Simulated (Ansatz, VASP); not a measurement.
# Cross-check of Cu3ClO (antiperovskite type (invented)) between VASP and Ansatz, part 2 of 2

Aim: how closely do two programs agree when they are given the same cell, functional and k mesh? The cell is generated by rule, not measured, and may not be a known phase. The cell is taken from a series of runs on this material, whose earlier steps may have relaxed, scaled, displaced or heated it; both programs get it as it stands.

VASP 6.6.1 and Ansatz 0.2.0.

So far: The starting structure; VASP: relaxation of cell and atoms, PBEsol.

## Step 3: Ansatz: relaxation of cell and atoms, PBEsol

Level of this step: Ansatz beside VASP: Kohn-Sham DFT, plane waves, PBEsol (Ansatz).

Ansatz runs on its default PAW (the set named soft_2) files.

The same cell, functional, mesh and smearing now go to Ansatz, which takes its cutoff from its data sets.

The input, input.yaml:

```yaml
crystal:
  lattice:
    - [4.0021190935, 0.0, 0.0]
    - [0.0, 4.0021190935, 0.0]
    - [0.0, 0.0, 4.0021190935]
  atoms:
    - { symbol: Cl, position: [0.0, 0.0, 0.0] }
    - { symbol: O, position: [0.5, 0.5, 0.5] }
    - { symbol: Cu, position: [0.5, 0.5, 0.0] }
    - { symbol: Cu, position: [0.5, 0.0, 0.5] }
    - { symbol: Cu, position: [0.0, 0.5, 0.5] }
kpoints:
  mp_grid: { grid: [10, 10, 10] }
hamiltonian:
  xc: pbesol
scf:
  occupations: { method: gaussian, width: 0.1 }
output:
  forces: true
  stress: true
  eigenvalues: true
relax:
  adjacent_minimum: "off"
  f_tol: 0.005
  max_steps: 80
  cell: { stress_tol: 0.05 }
```

Run with:

```bash
> ansatz run input.yaml --threads 4 --pin off --max-ram 9216MiB --backend cpu --events-out ev --progress --plain --runs-dir out
```

Numbers of over 12 decimals in the logs are rounded to 6 here.

Log:

```text
Engine: ansatz 0.2.0, x86_64-unknown-linux-gnu
Pseudopotentials: kind: paw
Pseudopotential: Cl, paw, valence charge 7, recommended cutoff 420 eV (normal), Cl.paw.azcp
Pseudopotential: O, paw, valence charge 6, recommended cutoff 420 eV (normal), O.paw.azcp
Pseudopotential: Cu, paw, valence charge 19, recommended cutoff 420 eV (normal), Cu.paw.azcp
Functional definition: PBEsol
  exchange = pbesol_x
  correlation = pbesol_c
Crystal: 5 atoms, lattice volume = 64.102 Å³
Basis set: ecut = 420 eV, 1237 PW (Γ), exchange–correlation on 54×54×54 points (8 copies of the dense FFT grid, shifted against one another)
Bands: 42, of which v1, the nominal top of the filled ones, is band 35 counted from 1 (34 counted from 0)
Symmetry: 48 space group operations
Space group: Pm-3m (ITA 221), of the structure as read, at distance tolerance 4.0e-5 Å
k-points: 56 of 1000
Non-local potential: Cl, projectors of the file, l = 0: 2, l = 1: 2, l = 2: 2
Non-local potential: O, projectors of the file, l = 0: 2, l = 1: 2, l = 2: 1
Non-local potential: Cu, projectors of the file, l = 0: 3, l = 1: 2, l = 2: 3, l = 3: 1
PAW form: soft (Blöchl's): semilocal exchange-correlation on the pseudo side does not see the compensation charge
PAW frozen core: Cl, regenerated for the run's functional, and the local potential with it (the file was generated under x = pbe(κ = 0.804, μ = 0.219515), c = pbe(β = 0.066725))
PAW frozen core: O, regenerated for the run's functional, and the local potential with it (the file was generated under x = pbe(κ = 0.804, μ = 0.219515), c = pbe(β = 0.066725))
PAW frozen core: Cu, regenerated for the run's functional, and the local potential with it (the file was generated under x = pbe(κ = 0.804, μ = 0.219515), c = pbe(β = 0.066725))
PAW one-centre angular grid: Cl, 110 points (default); XC on 64 Gauss nodes
PAW one-centre angular grid: O, 110 points (default); XC on 64 Gauss nodes
PAW one-centre angular grid: Cu, 590 points (default); XC on 64 Gauss nodes
Initial density: superposition of atomic densities (neutral atoms: chi_scale 0, normalization atom), corrected by the library's trained network
Initial wavefunctions: pseudopotential atomic-orbital guess
Functional: x = pbesol(κ = 0.804, μ = 0.123457), c = pbesol(β = 0.046)
SCF iter   1: F=—  HF=-21385.948196 eV  |F-HF|=—  |Δ(HF+E_count)|=         —  Δρ=1.66e-2  dr2=1.26e-1  ethr=1.77e-3  ⟨swp⟩=5.7  Hψ=7918  notcnv=0  defer=15
preconditioner: auto → Resta (q_TF=auto, 2.769 Å⁻¹)  ε∞=12.5  [insulator: Δε(μ)=0.103 eV  Ē_g=9.266 eV  σ=0.100 eV  W_gap=0.51  n_scr=26 (ndim 8)  ℏωp=31.5 eV  f_vac=0.000  D(μ)=0.49/eV (n_scr^D=0)  ε∞_Penn≈12.5]
SCF iter   2: F=—  HF=-21385.922319 eV  |F-HF|=—  |Δ(HF+E_count)|=   2.59e-2  Δρ=5.02e-3  dr2=1.83e-2  ethr=1.80e-4  ⟨swp⟩=2.0  Hψ=3919  notcnv=0  defer=56
SCF iter   3: F=—  HF=-21385.918431 eV  |F-HF|=—  |Δ(HF+E_count)|=   3.89e-3  Δρ=2.52e-3  dr2=5.06e-3  ethr=2.61e-5  ⟨swp⟩=2.2  Hψ=3467  notcnv=0  defer=56
SCF iter   4: F=—  HF=-21385.917299 eV  |F-HF|=—  |Δ(HF+E_count)|=   1.13e-3  Δρ=7.23e-4  dr2=4.27e-4  ethr=7.23e-6  ⟨swp⟩=2.1  Hψ=2631  notcnv=0  defer=56
SCF iter   5: F=—  HF=-21385.917219 eV  |F-HF|=—  |Δ(HF+E_count)|=   8.05e-5  Δρ=1.62e-4  dr2=2.22e-5  ethr=6.09e-7  ⟨swp⟩=2.1  Hψ=3489  notcnv=0  defer=56
SCF iter   6: F=—  HF=-21385.917489 eV  |F-HF|=—  |Δ(HF+E_count)|=   2.70e-4  Δρ=3.17e-5  dr2=8.69e-7  ethr=3.17e-8  ⟨swp⟩=2.0  Hψ=3445  notcnv=0  defer=56
SCF iter   7: F=—  HF=-21385.917489 eV  |F-HF|=—  |Δ(HF+E_count)|=   4.67e-9  Δρ=2.46e-5  dr2=4.33e-7  ethr=1.43e-10  ⟨swp⟩=8.0  Hψ=10084  notcnv=0
SCF iter   8: F=-21385.917489 eV  HF=-21385.917489 eV  |F-HF|=2.77e-8  |Δ(HF+E_count)|=   5.51e-8  Δρ=4.21e-6  dr2=1.72e-8  ethr=1.43e-10  ⟨swp⟩=3.0  Hψ=8008  notcnv=0
SCF 1 converged in 8 iterations: F = -21385.917489 eV  dr2 = 1.72e-8
  greatest PAW one-centre occupation: 1.000 electrons in one spin orbital (limit 2), on the Cu atom at site 4 (counted from 0), in its partial waves of l = 0
relax step   1: F+E_penalty+E_count = -21385.91748882 eV  Δ(F+E_penalty+E_count) = +0.000e0 eV  max|allowed force component| = 6.629e-29 eV/Å  Δτ_max = 0.0000 Å  P = -0.221 GPa  Ω = 64.102 Å³  (8 SCF iters, dr2 threshold 1.00e-7 eV, accepted)
[...]
relax step   2: F+E_penalty+E_count = -21385.91769263 eV  Δ(F+E_penalty+E_count) = -2.038e-4 eV  max|allowed force component| = 7.731e-30 eV/Å  Δτ_max = 0.0000 Å  P = -0.101 GPa  Ω = 64.033 Å³  energy of the carried Pulay correction = +1.346e-4 eV  (6 SCF iters, dr2 threshold 1.22e-7 eV, accepted)
[...]
relax step   3: F+E_penalty+E_count = -21385.91782488 eV  Δ(F+E_penalty+E_count) = -1.322e-4 eV  max|allowed force component| = 1.038e-28 eV/Å  Δτ_max = 0.0000 Å  P = +0.000 GPa  Ω = 63.975 Å³  energy of the carried Pulay correction = +2.484e-4 eV  (6 SCF iters, dr2 threshold 2.57e-8 eV, accepted)
[...]
relax step   4: F+E_penalty+E_count = -21385.91759465 eV  Δ(F+E_penalty+E_count) = +2.302e-4 eV  max|allowed force component| = 1.671e-28 eV/Å  Δτ_max = 0.0000 Å  P = -0.004 GPa  Ω = 63.975 Å³  stress off target by 3.99e-3 GPa  SCF on the basis re-selected at this cell (its energy is not comparable with the rows above)  (6 SCF iters)
basis re-selected at this cell: Δ(F+E_penalty+E_count) = +2.302e-4 eV, ΔP = -0.004 GPa vs the last step (what re-selecting the basis moved, of the pressure what is left beyond the Pulay correction that the steps carried, after the strain that the cell walked since its last selection, with what the two solves' SCF thresholds leave and, on support functions, any second-order correction that the steps lacked; it is no m [...]
SCF converged after 6 iterations
Free energy (F): -21385.917595 eV
Harris-Foulkes:  -21385.917595 eV  (|F-HF|=7.28e-12)
Internal energy: -21385.915241 eV  (E = F + TS)
E sigma→0 (E₀):  -21385.916418 eV
Entropy (-TS):   -0.002353 eV (-0.471 meV/atom)
Fermi energy:    12.270121 eV
--- Per-component energies (eV) ---
  E_band       = -1245.429915
  E_kinetic    = 1236.176758
  E_local      = -15139.843269  (includes V_loc(G=0)·N_el)
  E_nonlocal   = 1299.439196
  E_hartree    = 6681.152034
  E_xc         = -438.801557
  E_vxc        = -551.742932  (∫ρ·V_xc dr)
  E_paw        = -5711.414573  (= ΣΔE_a)
  E_vpaw       = -1451.767152  (= ΣTr[D̂ρ^β])
  E_aug_tail   = 0.003625  (compensation charges beyond the density's cutoff)
  E_ewald      = -9313.359782
  E_core_change = 0.732327  (= ΣΔE_core)
  E_smearing   = -0.002353  (= −TS)
  E_closure    = -0.000000  (closes the sum)
  Σ components = -21385.917595   (vs F -21385.917595, Δ=0.00e0)
--- Forces (eV/Å), atoms counted from 1 ---
  atom   1  Cl     0.00000000     0.00000000    -0.00000000
  atom   2  O      0.00000000    -0.00000000     0.00000000
  atom   3  Cu    -0.00000000     0.00000000     0.00000000
  atom   4  Cu     0.00000000     0.00000000     0.00000000
  atom   5  Cu     0.00000000     0.00000000    -0.00000000
  max |Σ_I F_I| component: 1.50e-28 eV/Å
--- Stress (GPa, compression-positive) ---
       -0.003990      -0.000000       0.000000
       -0.000000      -0.003990       0.000000
        0.000000       0.000000      -0.003990
  P = ⅓ Tr σ = -0.0040 GPa (-0.040 kbar)
--- Band table (eV; the first three rows and the last of 56) ---
  k-point 0: bands = [... 31 lower, 11.0295, 11.1200, 11.1200, 11.1200, 12.0558, 15.7446, 15.7446, 20.2661, ... 3 higher]
  k-point 1: bands = [... 31 lower, 11.0074, 11.1081, 11.1081, 11.1201, 12.2060, 15.7922, 15.8374, 20.0384, ... 3 higher]
  k-point 2: bands = [... 31 lower, 10.9515, 11.0738, 11.0738, 11.1202, 12.7046, 15.9412, 16.0353, 19.3892, ... 3 higher]
  k-point 55: bands = [... 31 lower, 11.0264, 11.9871, 11.9871, 11.9871, 16.7050, 16.7050, 16.7050, 17.7526, ... 3 higher]
--- Relaxed structure (3 steps of the walk, 3 accepted, 1 SCFs on fresh bases) ---
  F+E_penalty+E_count = -21385.91759465 eV   max|allowed force component| = 1.671e-28 eV/Å   (the final SCF, on the basis selected at the relaxed cell)
  cell:  # Å, volume = 63.9748 Å³
    - [3.999475, 0, 0]
    - [0, 3.999475, 0.0]
    - [0, 0.0, 3.999475]
  atoms:
    - { symbol: Cl, position: [0, 0, 0] }
    - { symbol: O, position: [0.500000, 0.500000, 0.500000] }
    - { symbol: Cu, position: [0.500000, 0.500000, 0] }
    - { symbol: Cu, position: [0.500000, 0, 0.500000] }
    - { symbol: Cu, position: [0, 0.500000, 0.500000] }
```

## Step 4: Side by side

Known differences besides the potentials themselves: the data sets hold 70 valence electrons in Ansatz (on its default PAW (the set named soft_2) files) and 46 in VASP; the cutoff is 420 eV in Ansatz and 600 eV in VASP; Ansatz makes its cores anew for this functional, VASP keeps those of its PBE data sets; Ansatz adds a Pulay correction to the stress that steers its cell, VASP none. Total energies have different zeros and are not compared.

Compared:

```
                                         quantity  Ansatz   VASP  difference
                                      volume (Å³)   63.97  64.22     -0.38 %
edge a after relaxation, in the typed setting (Å)   3.999  4.005     -0.13 %
```

## Step 5: Outcome

| Property | Result |
| --- | --- |
| difference in volume (relaxation of cell and atoms, PBEsol) | -0.38 % |

The difference in volume is -0.38 % (relaxation of cell and atoms, PBEsol), within the 1.2 % picked in this series as the mark of a large difference, as far as the stopping tolerances let one tell. The data sets hold unlike numbers of valence electrons (70 in Ansatz and 46 in VASP), so part of the differences comes from the potentials. 1 further run of this series is not shown here. Such differences can come from data sets, numerical settings and the points named under the comparisons, not from the functional's error against experiment.

[Lines on the potential files, build, host, timing and source positions are cut from VASP's logs without a mark.]

[Logs are printed without paths, hosts, clocks, repeated set-up lines and the standing remarks that a program may print on its own settings, such as how far it seeks lower states.]

[Hosts, paths, dates, database ids (printed as entryN), source tags and the programs' standing remarks are cut or masked in the printed files.]
